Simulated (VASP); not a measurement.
The input files of a VASP run:

**KPOINTS**
```
Automatic mesh
0
Gamma
12 12 7
0 0 0
```

### INCAR
```
SIGMA=0.1
EDIFFG=-0.01
ALGO=Normal
LASPH=T
LWAVE=F
NSW=60   # most ionic steps
ISMEAR=1
EDIFF=1E-6   # SCF stop (eV)
ENCUT=520   # plane-wave cut-off (eV)
IBRION=2
LUSE_VDW=T
SYSTEM=Mg
NELM=100   # most electronic steps
GGA=CX
LCHARG=F
ISIF=3   # ions, shape and volume
AGGAC=0.0
PREC=Accurate
LREAL=F
```

File POSCAR:
```
Mg
1.0
  1.6050000000  -2.7799420000   0.0000000000
  1.6050000000   2.7799420000   0.0000000000
  0.0000000000   0.0000000000   5.2100000000
Mg
2
direct
  0.3333330000   0.6666670000   0.2500000000
  0.6666670000   0.3333330000   0.7500000000
```

POTCAR, in this order: Mg (PBE.64 set). Program: vasp_std.

Question: Translate this vdW-DF-cx calculation to Quantum ESPRESSO's pw.x.

Answer: One equivalent input (not run):
```
&CONTROL
  calculation = 'vc-relax'
  pseudo_dir = './pseudo'
  outdir = './out'
  tprnfor = .true.
  tstress = .true.
  nstep = 60
  forc_conv_thr = 0.00039
/
&SYSTEM
  ibrav = 0
  nat = 2
  ntyp = 1
  ecutwfc = 84
  occupations = 'smearing'
  smearing = 'methfessel-paxton'
  degauss = 0.00735
  input_dft = 'vdw-df-cx'
/
&ELECTRONS
  conv_thr = 7.3e-08
  electron_maxstep = 100
/
&IONS
/
&CELL
/
ATOMIC_SPECIES
  Mg 24.305 Mg.upf
CELL_PARAMETERS angstrom
     1.6050000   -2.7799420    0.0000000
     1.6050000    2.7799420    0.0000000
     0.0000000    0.0000000    5.2100000
ATOMIC_POSITIONS crystal
  Mg   0.3333330  0.6666670  0.2500000
  Mg   0.6666670  0.3333330  0.7500000
K_POINTS automatic
  12 12 7 0 0 0
```
What does not carry over: the potentials are each code's own (VASP's PAW set, PseudoDojo norm-conserving files in pw.x), so ENCUT and ecutwfc are chosen apart and not converted; conv_thr bounds pw.x's estimated SCF error, while EDIFF bounds the energy change between steps; forc_conv_thr acts on force components and is met together with etot_conv_thr.

The compound is Mg in the hcp structure. This run relaxes it. Symmetry was kept, so distortions that lower it aren't found.
